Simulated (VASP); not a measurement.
Here is a VASP 6.6.1 calculation.

INCAR

```
SYSTEM = ScCr
PREC = Accurate
ENCUT = 520
EDIFF = 1E-7
ISMEAR = 1
SIGMA = 0.2
LREAL = .FALSE.
LASPH = .TRUE.
NELM = 150
ALGO = Normal
ISIF = 2
LWAVE = .FALSE.
LCHARG = .FALSE.
ISPIN = 2
MAGMOM = 0 0 3 3
LORBIT = 11
LMAXMIX = 4
IBRION = 2
NSW = 40
EDIFFG = -0.01
```

File KPOINTS:

```
Automatic mesh
0
G
  8 8 5
  0 0 0
```

POSCAR

```
ScCr
1.0
    3.7844607000      0.0000000000      0.0000000000
   -1.8922303500      3.2774391100      0.0000000000
    0.0000000000      0.0000000000      5.7320909700
Sc Cr
2 2
Direct
    0.6666666700      0.3333333300      0.8850309800
    0.3333333300      0.6666666700      0.3850309800
    0.6666666700      0.3333333300      0.4899689900
    0.3333333300      0.6666666700      0.9899689900
```

Potentials or basis: VASP PAW LDA potentials, release 64 (Sc_sv, Cr_pv).

Run with:

```bash
$ cat potpaw_LDA.64/Sc_sv/POTCAR potpaw_LDA.64/Cr_pv/POTCAR > POTCAR
$ mpirun -np 1 vasp_std > vasp.out
```

Problem. Estimate the band gap on the k mesh.

Solution. None (metal or under the smearing width).

Problem. Predict the net moment.

Solution. 5.29 μB per cell.

Problem. What does it give for the site moments?

Solution. Sc +0.26; Cr +2.38 μB.

Problem. What does it give for the energy gained by relaxing?

Solution. 57.6 meV/atom.

Final structure:
```
Sc Cr
1.0
     3.78446    0.00000    0.00000
    -1.89223    3.27744    0.00000
     0.00000    0.00000    5.73209
Sc Cr
2 2
Cartesian
  1.8922 1.0925 5.2387
  0.0000 2.1850 2.3726
  1.8922 1.0925 2.6430
  0.0000 2.1850 5.5090
```
